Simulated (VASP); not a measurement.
Crystal: TaTe.

```
Ta Te
1.0
     3.42009    0.00000    0.00000
     0.00000    3.42009    0.00000
     0.00000    0.00000    3.42009
Ta Te
1 1
Direct
  0.50000 0.50000 0.50000
  0.00000 0.00000 0.00000
```

The cell was built by a generator and needn't be a form met in nature.

```yaml
Program: VASP 6.6.1
Task: single point
Functional: PBE
Potentials_or_basis: VASP PAW PBE potentials, release 64 (Ta_pv, Te)
Cutoff: 520 eV
k_mesh: 8 × 8 × 8
Occupations: fermi-dirac, width 0.05 eV
Spin: no spin polarisation
```

On this cell: pressure 0.1 GPa; largest force zero by symmetry; band gap on the k mesh none (metal or under the smearing width).

The same run follows on a disturbed copy (atoms moved at random, drawn with an rms of 0.05 Å):

```xyz
2
Lattice="3.4201 0.0000 0.0000 0.0000 3.4201 0.0000 0.0000 0.0000 3.4201" Properties=species:S:1:pos:R:3 pbc="T T T"
Ta    1.7068    1.7173    1.7347
Te    0.0600   -0.0057   -0.0065
```

Question: What does the disturbed cell give?

Answer: The energy (extrapolated to zero smearing) moves by +5.3 meV/atom; pressure 0.4 GPa; largest force 0.301 eV/Å; band gap on the k mesh none (metal or under the smearing width).

Forces on the atoms (eV/Å):
```
Ta   0.265 -0.054 -0.130
Te  -0.265  0.054  0.130
```

Stress tensor (GPa, compression positive):
```
 0.35 -0.13 -0.32
-0.13  0.45  0.07
-0.32  0.07  0.43
```
